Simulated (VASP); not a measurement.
Given:

```xyz
2
Lattice="0.0000 1.8125 1.8125 1.8125 0.0000 1.8125 1.8125 1.8125 0.0000" Properties=species:S:1:pos:R:3 pbc="T T T"
B      0.0000     0.0000     0.0000
N      0.9062     0.9062     0.9062
```

Method: PW91 GGA, VASP's PBE PAW potentials (set 64) (plane waves; VASP). Run with 520 eV cut-off, 14×14×14 Γ-centred mesh, tetrahedra with Blöchl corrections, potentials B N.

Q: Tabulate the total density of states (states/eV per cell) against energy (eV; zero at the valence-band maximum or, without a gap, the Fermi level).

A: 
```
E (eV) | DOS (states/eV)
    -9.95 | ###### 0.19
    -9.59 | ######## 0.26
    -9.35 | ######### 0.30
    -8.99 | ############ 0.39
    -8.75 | ############### 0.48
    -8.39 | ############################## 0.98
    -8.15 | ############################## 0.97
    -7.79 | ############### 0.48
    -7.55 | ########## 0.31
    -7.19 | ############ 0.39
    -6.95 | ############### 0.48
    -6.59 | ################# 0.55
    -6.35 | ################# 0.54
    -5.99 | ################## 0.59
    -5.75 | ################### 0.62
    -5.39 | ##################### 0.68
    -5.15 | ####################### 0.76
    -4.79 | ############################# 0.95
    -4.55 | ############################ 0.90
    -4.19 | ############################ 0.91
    -3.83 | ########################### 0.87
    -3.59 | ########################### 0.87
    -3.23 | ########################### 0.86
    -2.99 | ########################## 0.86
    -2.63 | ######################### 0.83
    -2.39 | ######################### 0.83
    -2.03 | ######################### 0.80
    -1.79 | ################## 0.59
    -1.43 | ############## 0.45
    -1.19 | ########### 0.37
    -0.83 | ######## 0.27
    -0.59 | ####### 0.22
    -0.23 | ### 0.10
     0.01 |  0.00
     0.37 |  0.00
     0.61 |  0.00
     0.97 |  0.00
     1.21 |  0.00
     1.57 |  0.00
     1.81 |  0.00
     2.17 |  0.00
     2.53 |  0.00
     2.77 |  0.00
     3.13 |  0.00
     3.37 |  0.00
     3.73 |  0.00
     3.97 |  0.00
     4.33 |  0.00
     4.57 |  0.00
     4.93 | # 0.04
     5.17 | ## 0.06
     5.53 | ### 0.09
     5.77 | ### 0.11
     6.13 | #### 0.14
     6.37 | ##### 0.16
     6.73 | ###### 0.20
     6.97 | ####### 0.23
     7.33 | ######### 0.28
     7.57 | ########## 0.31
     7.93 | ########### 0.37
```
Within 2 eV below the valence-band maximum the largest weight inside VASP's projection spheres is N p, then B p.

The compound is BN in the zinc blende structure. It was relaxed first.
